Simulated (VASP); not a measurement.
Data:

```
CELL_PARAMETERS angstrom
      0.00000     2.65578     2.65578
      2.65578     0.00000     2.65578
      2.65578     2.65578     0.00000
ATOMIC_POSITIONS crystal
  K  0.00000 0.00000 0.00000
  F  0.50000 0.50000 0.50000
```

All values below come from PBEsol GGA, VASP's PBE PAW potentials (set 64) (plane waves; VASP). Numerical set-up: 520 eV cut-off, Gaussian smearing of 0.050 eV, potentials K_sv F.

Q: Estimate the band gap (along the path) with the smallest direct gap where there is one.

A: 
```json
{
 "band gap (along the path)": "6.12 eV",
 "smallest direct gap (along the path)": "6.12 eV"
}
```

The absolute energy has meaning only against runs of the same code, potentials and settings.

The compound is KF in the rock salt structure. It was relaxed first.
